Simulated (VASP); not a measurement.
Input:

```
CELL_PARAMETERS angstrom
      4.05203     0.00000     0.00000
     -2.02601     3.50916     0.00000
      0.00000     0.00000     3.78139
ATOMIC_POSITIONS crystal
  Pb 0.00000 0.00000 0.00000
  S  0.66667 0.33333 0.50000
```

These are r2SCAN meta-GGA, VASP's PBE PAW potentials (set 64) (plane waves; VASP) values and carry that method's errors. Numerical set-up: 400 eV cut-off, 12×12×11 Γ-centred mesh, tetrahedra with Blöchl corrections, potentials Pb_d S.

Problem. Give the energies of bands 7 to 13 at the high-symmetry points, in eV from the Fermi level.

Solution. 
| band | Γ | M | K | A | L | H |
|---|---|---|---|---|---|---|
| 7 | -6.47 | -8.71 | -8.81 | -9.31 | -7.57 | -7.23 |
| 8 | -2.37 | -2.83 | -4.33 | -1.18 | -4.27 | -4.33 |
| 9 | -1.77 | -1.76 | -1.16 | -1.18 | -4.21 | -4.12 |
| 10 | -1.77 | -1.31 | 0.20 | 0.14 | -1.52 | -2.46 |
| 11 | 3.83 | 2.18 | 2.23 | 1.37 | 2.39 | -0.24 |
| 12 | 3.83 | 4.23 | 3.83 | 4.25 | 3.05 | 4.72 |
| 13 | 5.71 | 5.76 | 4.11 | 4.25 | 3.19 | 6.37 |

It has no gap at this level: it comes out as a metal or semimetal.

The structure comes from a computed database's PbS entry (P-6m2); how it stands against other phases isn't given here. It was relaxed first.
